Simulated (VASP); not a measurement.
Crystal: KNbC.

```
K Nb C
1.0
     4.93742    0.00000    0.00000
     0.00000    4.93742    0.00000
     0.00000    0.00000    5.27387
K Nb C
1 1 1
Direct
  0.50000 0.50000 0.00000
  0.00000 0.00000 0.00000
  0.50000 0.50000 0.50000
```

The cell was built by a generator and needn't be a form met in nature.

- Program: VASP 6.6.1
- Task: relaxation of cell and atoms
- Functional: PBEsol
- Potentials or basis: VASP PAW PBE potentials, release 64 (K_sv, Nb_sv, C)
- Cutoff: 600 eV
- k mesh: 6 × 6 × 5
- Occupations: fermi-dirac, width 0.05 eV
- Spin: no spin polarisation

At the start: pressure -3.8 GPa; volume 42.86 Å³/atom.

Where does the relaxation end?

Over 10 steps the energy falls by 450.2 meV/atom and the volume is 22.05 Å³/atom (-48.5 %); space group P4/mmm (No. 123, to 0.05 Å).

Step by step:
```tsv
step	energy change (eV)	largest force (eV/Å)	pressure (GPa)	volume (Å³)
1	0.0000	0.0000	-3.84	128.57
2	-0.4506	0.0000	-4.03	110.38
3	-1.2298	0.0000	0.82	66.24
4	-1.2319	0.0000	-0.40	70.00
5	-1.2344	0.0000	0.03	68.50
6	-1.3444	0.0000	0.72	64.31
7	-1.3446	0.0000	0.80	64.12
8	-1.3502	0.0000	0.09	65.91
9	-1.3503	0.0000	-0.04	66.26
10	-1.3506	0.0000	-0.01	66.16
```

Final structure:
```
K Nb C
1.0
     3.81629    0.00000    0.00000
     0.00000    3.81629    0.00000
     0.00000    0.00000    4.54269
K Nb C
1 1 1
Direct
  0.50000 0.50000 0.00000
  0.00000 0.00000 0.00000
  0.50000 0.50000 0.50000
```

Caveat: the volume moved by over 15 % at a fixed basis, so the end points are rough; the PAW data sets were made with another functional, which shifts forces and pressure a little.
